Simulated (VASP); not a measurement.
TiRhC: equation of state with PBE

Crystal: TiRhC.

```xyz
3
Lattice="3.4998 0.0000 0.0000 0.0000 3.4998 0.0000 0.0000 0.0000 4.0714" Properties=species:S:1:pos:R:3 pbc="T T T"
Ti    1.7499    1.7499    0.0000
Rh    0.0000    0.0000    0.0000
C     1.7499    1.7499    2.0357
```

The cell was built by a generator and needn't be a form met in nature.

```json
{
 "Program": "VASP 6.6.1",
 "Task": "equation of state",
 "Functional": "PBE",
 "Potentials or basis": "VASP PAW PBE potentials, release 64 (Ti_sv, Rh_pv, C)",
 "Cutoff": "520 eV",
 "k mesh": "8 × 8 × 7",
 "Occupations": "fermi-dirac, width 0.05 eV",
 "Spin": "no spin polarisation"
}
```

The equilibrium volume is 16.68 Å³/atom, the bulk modulus at fixed shape and positions is 112 GPa and the pressure derivative of the bulk modulus is 4.1.

Energy against volume, from the lowest point:
| volume (Å³/atom) | energy (meV/atom) |
| --- | --- |
| 15.626 | 26.07 |
| 15.958 | 11.79 |
| 16.291 | 3.29 |
| 16.623 | 0.00 |
| 16.956 | 1.42 |
| 17.288 | 7.10 |
| 17.620 | 16.63 |

All runs of the series together: 8.6 min on 1 thread of Intel(R) Xeon(R) Platinum 8259CL CPU @ 2.50GHz (Skylake/Cascade Lake), with other jobs on the host.

Caveat: the cell was scaled at fixed shape and fractional positions, which overstates the stiffness of a crystal with free parameters, most of all of layers and chains.
